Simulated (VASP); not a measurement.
Computed with RPBE GGA, VASP's PBE PAW potentials (set 64) (plane waves; VASP).

Input for VASP

### KPOINTS
```
Automatic mesh
0
Gamma
6 6 3
0 0 0
```

### INCAR
```
! general
SYSTEM   =  PtSe2
PREC     =  Accurate
ENCUT    =  520
LREAL    =  .False.
LASPH    =  .True.

! electronic loop
EDIFF    =  1E-6
NELM     =  100
ALGO     =  Normal
LMAXMIX  =  6

! smearing
ISMEAR   =  0
SIGMA    =  0.05

! functional
GGA      =  RP

! ions
IBRION   =  2
NSW      =  60
ISIF     =  3
EDIFFG   =  -0.02

! output
LWAVE    =  .False.
LCHARG   =  .False.
```

**POSCAR**
```
PtSe2
1
    1.8901551333    -3.2738449759    -0.0000000000
    1.8901551333     3.2738449759     0.0000000000
   -0.0000000000     0.0000000000     7.8645902659
Pt Se
1 2
Direct
  0.0000000000   0.0000000000   0.0000000000
  0.3333330000   0.6666670000   0.1660028211
  0.6666670000   0.3333330000   0.8339971789
```

POTCAR, in this order: Pt Se (PBE.64 set). Program: vasp_std.

What VASP printed:

OSZICAR:
```
       N       E                     dE             d eps       ncg     rms          rms(c)
DAV:   1     0.133804552198E+03    0.13380E+03   -0.95000E+03   510   0.122E+03
DAV:   2    -0.576928341747E+01   -0.13957E+03   -0.13546E+03   658   0.224E+02
DAV:   3    -0.137781774759E+02   -0.80089E+01   -0.79664E+01   650   0.593E+01
DAV:   4    -0.138837799298E+02   -0.10560E+00   -0.10558E+00   622   0.730E+00
DAV:   5    -0.138856197030E+02   -0.18398E-02   -0.18397E-02   700   0.916E-01    0.116E+01
DAV:   6    -0.133125519337E+02    0.57307E+00   -0.48433E+00   524   0.220E+01    0.686E+00
DAV:   7    -0.131290247940E+02    0.18353E+00   -0.94137E-01   517   0.103E+01    0.341E+00
DAV:   8    -0.131160094739E+02    0.13015E-01   -0.72196E-02   657   0.195E+00    0.751E-01
DAV:   9    -0.131120560534E+02    0.39534E-02   -0.14231E-02   671   0.127E+00    0.189E-01
DAV:  10    -0.131122301659E+02   -0.17411E-03   -0.29487E-03   678   0.372E-01    0.688E-02
DAV:  11    -0.131122127357E+02    0.17430E-04   -0.10283E-04   643   0.102E-01    0.299E-02
DAV:  12    -0.131121997156E+02    0.13020E-04   -0.87433E-05   629   0.704E-02    0.531E-03
DAV:  13    -0.131122003283E+02   -0.61269E-06   -0.32383E-06   634   0.139E-02
   1 F= -.13112200E+02 E0= -.13112200E+02  d E =-.131122E+02
```

### OUTCAR
```
------------------------ aborting loop because EDIFF is reached ----------------------------------------
  FORCE on cell =-STRESS in cart. coord.  units (eV):
  Direction    XX          YY          ZZ          XY          YZ          ZX
  --------------------------------------------------------------------------------------
  Total        0.0068542      0.0068542      0.0309092      0.0000000     -0.0000000      0.0000000
  in kB        0.1128257      0.1128257      0.5087872      0.0000000     -0.0000000      0.0000000
  external PRESSURE =       0.2448128 kB  Pullay stress =       0.0000000 kB
  volume of cell :       97.33
      direct lattice vectors                 reciprocal lattice vectors
     1.890155133 -3.273844976  0.000000000     0.264528552 -0.152725619  0.000000000
     1.890155133  3.273844976  0.000000000     0.264528552  0.152725619  0.000000000
     0.000000000  0.000000000  7.864590266     0.000000000  0.000000000  0.127152206
 POSITION                                       TOTAL-FORCE (eV/Angst)
 -----------------------------------------------------------------------------------
      0.00000      0.00000      0.00000         0.000000     -0.000000      0.000000
      1.89016      1.09128      1.30554         0.000000     -0.000000      0.013101
      1.89016     -1.09128      6.55905        -0.000000      0.000000     -0.013101
 -----------------------------------------------------------------------------------
    total drift:                               -0.000000      0.000000      0.000000
  FREE ENERGIE OF THE ION-ELECTRON SYSTEM (eV)
  ---------------------------------------------------
  free  energy   TOTEN  =       -13.1122003283 eV

  energy  without entropy=      -13.1122003283  energy(sigma->0) =      -13.11220033

 reached required accuracy - stopping structural energy minimisation
```
(Selected blocks of OUTCAR.)

Without a dispersion term in the relaxation, distances and binding between the weakly bound layers, chains or molecules are unreliable, and so is what depends on them.

The compound is PtSe2 in the 1T layered structure. It was relaxed first, which changed the volume by +59 %. The start is the result of an earlier pass.
